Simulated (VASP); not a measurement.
Computed with PBE GGA, VASP's PBE PAW potentials (set 64) (plane waves; VASP 6.6.1).

A VASP calculation is set up with these files.

### POSCAR
```
Lu
1
    3.4227860000     0.0000000000     0.0000000000
   -1.7113940000     2.9642200000     0.0000000000
    0.0000000000     0.0000000000    11.0128380000
Lu
4
Direct
 -0.0244230000  -0.0158060000  -0.0004190000
 -0.0085410000  -0.0025410000   0.5064470000
  0.3561310000   0.6721410000   0.2470510000
  0.6768340000   0.3462050000   0.7469200000
```

### KPOINTS
```
Automatic mesh
0
Gamma
5 5 2
0 0 0
```

**INCAR**
```
ALGO=Normal
EDIFF=1E-6
ENCUT=300
GGA=PE
ISIF=2
ISMEAR=0
LASPH=.TRUE.
LCHARG=.FALSE.
LMAXMIX=6
LREAL=.FALSE.
LWAVE=.FALSE.
NELM=100
PREC=Accurate
SIGMA=0.1
SYSTEM=Lu
```

POTCAR, in this order: Lu_3 (PBE.64 set). Program: vasp_std.

Problem. What will the output report for the number of irreducible k-points (NKPTS), largest plane-wave count, number of space-group operations, FFT grid (NGX, NGY, NGZ)?

Solution. 
```json
{
  "number of irreducible k-points (NKPTS)": "26",
  "largest_plane_wave_count": "1339",
  "number_of_space_group_operations": "1",
  "FFT grid (NGX, NGY, NGZ)": "20 × 20 × 64"
}
```

The structure was generated: Lu was put into an ordered model structure, which need not be its known phase. The cell was not relaxed at this level, atoms are displaced from their ideal sites. The k-mesh is coarse (spacing up to 0.42 per Å, 2π included), so the numbers may not be converged in it.
